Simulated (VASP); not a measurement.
The input files of a VASP run:

**POSCAR**
```
KZnF3
1
    4.1080305575    -0.0000000000     0.0000000000
    0.0000000000     4.1080305575     0.0000000000
   -0.0000000000    -0.0000000000     4.1080305575
K Zn F
1 1 3
Direct
  0.0000000000   0.0000000000   0.0000000000
  0.5000000000   0.5000000000   0.5000000000
  0.5000000000   0.0000000000   0.5000000000
  0.0000000000   0.5000000000   0.5000000000
  0.5000000000   0.5000000000   0.0000000000
```

INCAR:
```
! general
SYSTEM =KZnF3
PREC   =Accurate
ENCUT  =520
LREAL  =F
LASPH  =T

! electronic loop
EDIFF  =1E-6
NELM   =100
ALGO   =Normal
LMAXMIX=4

! smearing
ISMEAR =0
SIGMA  =0.05

! functional
GGA    =PE
IVDW   =13

! ions
IBRION =2
NSW    =60
ISIF   =3
EDIFFG =-0.02

! output
LWAVE  =F
LCHARG =F
```

File KPOINTS:
```
Automatic
0
gamma
 5 5 5
0 0 0
```

POTCAR, in this order: K_sv Zn F (PBE.64 set). Program: vasp_std.

### Question
Translate this PBE-D4 calculation to Ansatz.

### Answer
One equivalent input (not run):
Ansatz 0.2 input:
```yaml
crystal:
  lattice:
    - [4.1080306, 0.0000000, 0.0000000]
    - [0.0000000, 4.1080306, 0.0000000]
    - [0.0000000, 0.0000000, 4.1080306]
  atoms:
    - { symbol: K, position: [0.0000000, 0.0000000, 0.0000000] }
    - { symbol: Zn, position: [0.5000000, 0.5000000, 0.5000000] }
    - { symbol: F, position: [0.5000000, 0.0000000, 0.5000000] }
    - { symbol: F, position: [0.0000000, 0.5000000, 0.5000000] }
    - { symbol: F, position: [0.5000000, 0.5000000, 0.0000000] }
kpoints:
  mp_grid: { grid: [5, 5, 5] }
hamiltonian:
  xc: pbe
  dispersion: d4
  pseudopotentials: { kind: paw }
scf:
  occupations: { method: gaussian, width: 0.05 }
  max_iter: 100
relax:
  max_steps: 60
  f_tol: 0.02
  cell: {}
output: { forces: true, stress: true, eigenvalues: true }
```
The two are equivalent in intent, not identical: each code has its own PAW files, so the cut-off isn't converted (ENCUT is set for VASP's; basis.ecutwfc is left out, and Ansatz then takes the one that its files recommend); Ansatz stops its SCF on the density residual and VASP on the energy change (EDIFF).

The compound is KZnF3 in the cubic perovskite structure. It was relaxed first. The start is the result of an earlier pass.
